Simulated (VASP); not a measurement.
Input for VASP

INCAR:
```
SYSTEM = PtAl2
PREC = Accurate; ENCUT = 480; LREAL = .FALSE.
LASPH = .TRUE.
EDIFF = 1E-7; NELM = 100; ALGO = Normal
LMAXMIX = 6; LMIXTAU = .TRUE.
ISMEAR = 1; SIGMA = 0.1
METAGGA = R2SCAN
ISIF = 2
LWAVE = .FALSE.; LCHARG = .FALSE.
```

KPOINTS:
```
Automatic mesh
0
Gamma
8 8 8
0 0 0
```

**POSCAR**
```
PtAl2
5.8993280
  0.0000000000   0.4999999826   0.4999999826
  0.4999999826   0.0000000000   0.4999999826
  0.4999999826   0.4999999826   0.0000000000
Al Pt
2 1
Cart
  0.2499999913   0.2499999913   0.2499999913
  0.7499999739   0.7499999739   0.7499999739
  0.0000000000   0.0000000000   0.0000000000
```

POTCAR, in this order: Al Pt (PBE.64 set). Program: vasp_std.

Question: Translate this r2SCAN calculation to Ansatz.

Answer: One equivalent input (not run):
Ansatz 0.2 input:
```yaml
crystal:
  lattice:
    - [0.0000000, 2.9496639, 2.9496639]
    - [2.9496639, 0.0000000, 2.9496639]
    - [2.9496639, 2.9496639, 0.0000000]
  atoms:
    - { symbol: Al, position: [0.2500000, 0.2500000, 0.2500000] }
    - { symbol: Al, position: [0.7500000, 0.7500000, 0.7500000] }
    - { symbol: Pt, position: [0.0000000, 0.0000000, 0.0000000] }
kpoints:
  mp_grid: { grid: [8, 8, 8] }
hamiltonian:
  xc: r2scan
  pseudopotentials: { kind: paw }
scf:
  occupations: { method: methfessel_paxton, width: 0.1 }
  max_iter: 100
output: { forces: true, stress: true, eigenvalues: true }
```
The two are equivalent in intent, not identical: each code has its own PAW files, so the cut-off isn't converted (ENCUT is set for VASP's; basis.ecutwfc is left out, and Ansatz then takes the one that its files recommend); Ansatz stops its SCF on the density residual and VASP on the energy change (EDIFF).

The compound is PtAl2 in the fluorite structure. It was relaxed first.
